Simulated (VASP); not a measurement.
Energy against volume of SrO (rock salt). Level of theory: SCAN meta-GGA, VASP's PBE PAW potentials (set 64) (plane waves; VASP).

```json
[
 {"V (Å³/atom)": "16.143", "E (eV/atom)": "-17.24030"},
 {"V (Å³/atom)": "16.658", "E (eV/atom)": "-17.25640"},
 {"V (Å³/atom)": "17.174", "E (eV/atom)": "-17.26142"},
 {"V (Å³/atom)": "17.689", "E (eV/atom)": "-17.25707"},
 {"V (Å³/atom)": "18.204", "E (eV/atom)": "-17.24483"}
]
```

Problem. Fit a third-order Birch-Murnaghan equation of state.

Solution. 
```json
{
 "volume_per_atom": "17.18 Å³/atom",
 "bulk_modulus": "96.7 GPa",
 "pressure_derivative_of_the_bulk_modulus": "4.65",
 "lattice_constant_a": "5.160 Å"
}
```

Measured: bulk modulus 91.0 GPa at 300 K (computed value off by +6.2 %), a 5.160 Å at 300 K (computed value off by +0.0 %), as given by Juan A. Santana et al., The Journal of Chemical Physics (2016), arXiv:1608.06321. The calculation is for a static lattice, while the measured bulk modulus, a hold thermal and zero-point effects, which are part of the difference.

The compound is SrO in the rock salt structure. The cell was not relaxed at this level.
